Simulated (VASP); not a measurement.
# SrMg in VASP: single point with LDA

Aim: the single point of SrMg with LDA.

Everything below comes from runs of VASP 6.6.1. Logs are shortened: lines on timing, memory, paths and dates and some standing lists are left out, and cuts for length are marked.

## 1. Starting point

The cell holds a slab with vacuum, 4 atoms: a = 4.190 Å, b = 4.190 Å, c = 20.285 Å, α = 90.00°, β = 90.00°, γ = 90.00°.

## 2. Single point, LDA

The input, INCAR:

```
SYSTEM = SrMg
  ALGO = Normal
  DIPOL = 0.5 0.5 0.500
  EDIFF = 1E-6
  ENCUT = 520
  GGA = CA
  IDIPOL = 3
  ISIF = 2
  ISMEAR = 0
  LASPH = .TRUE.
  LCHARG = .FALSE.
  LDIPOL = .TRUE.
  LREAL = .FALSE.
  LWAVE = .FALSE.
  NBANDS = 20
  NELM = 100
  PREC = Accurate
  SIGMA = 0.15
```

The input, KPOINTS:

```
k-points
0
G
  4 4 1
  0 0 0
```

The input, POSCAR:

```
SrMg
1.0
    4.1903181100      0.0000000000      0.0000000000
    0.0000000000      4.1903181100      0.0000000000
    0.0000000000      0.0000000000     20.2854771650
Sr Mg
2 2
Direct
    0.5000000000      0.5000000000      0.4510142848
    0.5000000000      0.5000000000      0.6436896446
    0.0000000000      0.0000000000      0.3546653951
    0.0000000000      0.0000000000      0.5506306755
```

Potentials or basis: VASP PAW LDA potentials, release 64 (Sr_sv, Mg).

On the command line:

```console
cat potpaw_LDA.64/Sr_sv/POTCAR potpaw_LDA.64/Mg/POTCAR > POTCAR
mpirun -np 1 vasp_std > vasp.out
```

OUTCAR:

```text
SYSTEM = SrMg
   EDIFF = 1E-6
   ENCUT = 520
   GGA = CA
   ISIF = 2
   ISMEAR = 0
   LASPH = .TRUE.
   LREAL = .FALSE.
   NELM = 100
   PREC = Accurate

 ion  position               nearest neighbor table
   1  0.500  0.500  0.451-   3 3.55   3 3.55   3 3.55   3 3.55   4 3.59   4 3.59   4 3.59   4 3.59
                             2 3.91
   2  0.500  0.500  0.644-   4 3.51   4 3.51   4 3.51   4 3.51   1 3.91
   3  0.000  0.000  0.355-   1 3.55   1 3.55   1 3.55   1 3.55
   4  0.000  0.000  0.551-   2 3.51   2 3.51   2 3.51   2 3.51   1 3.59   1 3.59   1 3.59   1 3.59

  LATTYP: Found a simple tetragonal cell.
 ALAT       =     4.1903181100
 C/A-ratio  =     4.8410351273

  Lattice vectors:

 A1 = (   4.1903181100,   0.0000000000,   0.0000000000)
 A2 = (   0.0000000000,   4.1903181100,   0.0000000000)
 A3 = (   0.0000000000,   0.0000000000,  20.2854771650)

Analysis of symmetry for initial positions (statically):
=====================================================================
 Subroutine PRICEL returns:
 Original cell was already a primitive cell.

 Routine SETGRP: Setting up the symmetry group for a
 simple tetragonal supercell.

 Subroutine GETGRP returns: Found  8 space group operations
 (whereof  8 operations were pure point group operations)
 out of a pool of 16 trial point group operations.

The static configuration has the point symmetry C_4v.

Analysis of symmetry for dynamics (positions and initial velocities):
=====================================================================
 Subroutine PRICEL returns:
 Original cell was already a primitive cell.

 Routine SETGRP: Setting up the symmetry group for a
 simple tetragonal supercell.

 Subroutine GETGRP returns: Found  8 space group operations
 (whereof  8 operations were pure point group operations)
 out of a pool of 16 trial point group operations.

The dynamic configuration has the point symmetry C_4v.

 Subroutine INISYM returns: Found  8 space group operations
 (whereof  8 operations are pure point group operations),
 and found     1 'primitive' translations

----------------------------------------------------------------------------------------

                                     Primitive cell

  volume of cell :     356.1879

  direct lattice vectors                    reciprocal lattice vectors
     4.190318110  0.000000000  0.000000000     0.238645366  0.000000000  0.000000000
     0.000000000  4.190318110  0.000000000     0.000000000  0.238645366  0.000000000
[... 80 lines left out ...]
   PSTRESS=    0.0 pullay stress
   NELECT =      24.0000    total number of electrons
   NUPDOWN=      -1.0000    fix difference up-down
   EMIN   =  10.00;   EMAX   =-10.00  energy-range for DOS
   EFERMI =   0.00;   METHOD = LEGACY
   ISMEAR =     0;   SIGMA  =   0.15  broadening in eV -4-tet -1-fermi 0-gaus
   EFERMI_NEDOS =   21; number of points for ismear=-14 and -15
   IALGO  =     38    algorithm
   IMIX   =      4    mixing-type and parameters
     AMIX     =   0.40;   BMIX     =  1.00
     AMIX_MAG =   1.60;   BMIX_MAG =  1.00
  volume/ion in A,a.u.               =      89.05       600.92
  Fermi-wavevector in a.u.,A,eV,Ry     =   0.666171  1.258880  6.038039  0.443783
  Thomas-Fermi vector in A             =   1.740390
   LORBIT       =      0    0 simple, 1 ext, 2 COOP (PROOUT), +10 PAW based schemes
   GGA     = CA    functional components
   LHFCALC =     F    Hartree Fock is set to
   AEXX    =    0.0000 exact exchange contribution
   IVDW    =     0    specifies the selected vdW correction
   LEPSILON=     F    determine dielectric tensor
   LRPA    =     F    only Hartree local field effects (RPA)
 non-spin polarized calculation
 Gauss-broadening in eV      SIGMA  =   0.15
  energy-cutoff  :      520.00
  volume of cell :      356.19
 maximum number of plane-waves:      9616
 NGX is ok and might be reduce to    32
   NGX = 15   NGY = 15   NGZ = 75

 dipolmoment           0.000000      0.000000      0.009983 electrons x Angstroem

 number of electron      24.0000001 magnetization

 dipolmoment           0.000000      0.000000     -0.063073 electrons x Angstroem

 Free energy of the ion-electron system (eV)
  ---------------------------------------------------
  ext. energy  EPLUGINS =         0.00000000
  ---------------------------------------------------
  free energy    TOTEN  =        -6.29070756 eV

  energy without entropy =       -6.22879845  energy(sigma->0) =       -6.25975301

 E-fermi :  -0.9339     XC(G=0):  -4.2106

 val. band max:       -1.0832254727   @ k =   0.0000   0.0000   0.0000
 cond. band min:      -0.9338030317   @ k =   0.5000   0.2500   0.0000
 fundamental gap:      0.1494224410
 Fermi energy:        -0.9338705201

 k-point     1 :       0.0000    0.0000    0.0000
  band No.  band energies     occupation
      1     -37.4167      2.00000
      2     -36.8902      2.00000
      3     -19.6019      2.00000
      4     -19.4162      2.00000
      5     -19.4162      2.00000
      6     -19.0307      2.00000
[... 127 lines left out ...]
     19       1.4788      0.00000
     20       2.1684      0.00000

------------------------ aborting loop because EDIFF is reached ----------------------------------------

 vacuum level on the upper side and lower side of the slab       (xc-potential included)        -0.578         0.093

  FORCE on cell =-STRESS in cart. coord.  units (eV):
  Direction    XX          YY          ZZ          XY          YZ          ZX
  --------------------------------------------------------------------------------------
  -------------------------------------------------------------------------------------
  Total       -2.0139562     -2.0139562     -0.0973957      0.0000000      0.0000000      0.0000000
  in kB       -9.0590234     -9.0590234     -0.4380977      0.0000000      0.0000000      0.0000000
  external PRESSURE =      -6.1853815 kB  Pullay stress =       0.0000000 kB

 VOLUME and BASIS-vectors are now :
 -----------------------------------------------------------------------------
  energy-cutoff  :      520.00
  volume of cell :      356.19
      direct lattice vectors                 reciprocal lattice vectors
     4.190318110  0.000000000  0.000000000     0.238645366  0.000000000  0.000000000
     0.000000000  4.190318110  0.000000000     0.000000000  0.238645366  0.000000000
     0.000000000  0.000000000 20.285477165     0.000000000  0.000000000  0.049296351

 POSITION                                       TOTAL-FORCE (eV/Angst)
 -----------------------------------------------------------------------------------
      2.09516      2.09516      9.14904         0.000000      0.000000     -0.006236
      2.09516      2.09516     13.05755         0.000000     -0.000000     -0.004080
      0.00000      0.00000      7.19456         0.000000     -0.000000      0.024552
      0.00000      0.00000     11.16981         0.000000     -0.000000     -0.014235
 -----------------------------------------------------------------------------------
    total drift:                                0.000000      0.000000     -0.000063

  FREE ENERGIE OF THE ION-ELECTRON SYSTEM (eV)
  ---------------------------------------------------
  free  energy   TOTEN  =        -6.2907075630 eV

  energy  without entropy=       -6.2287984550  energy(sigma->0) =       -6.25975301

 vacuum level on the upper side and lower side of the slab         1.559         2.277
```

Run time: 81 s. Hardware: 1 thread of Intel Xeon Platinum 8488C (Sapphire Rapids), shared host; peak memory 0.32 GiB.

What came out:

```yaml
Free_energy: -6.2907 eV
Largest_force: 0.025 eV/Å
Band_gap_on_the_k_mesh: none (metal or under the smearing width)
```

Forces on the atoms (eV/Å):
```
Sr   0.000  0.000 -0.006
Sr   0.000  0.000 -0.004
Mg   0.000  0.000  0.025
Mg   0.000  0.000 -0.014
```

Caveat: the k mesh is coarse (spacing up to 0.37 Å⁻¹), so the values aren't converged.
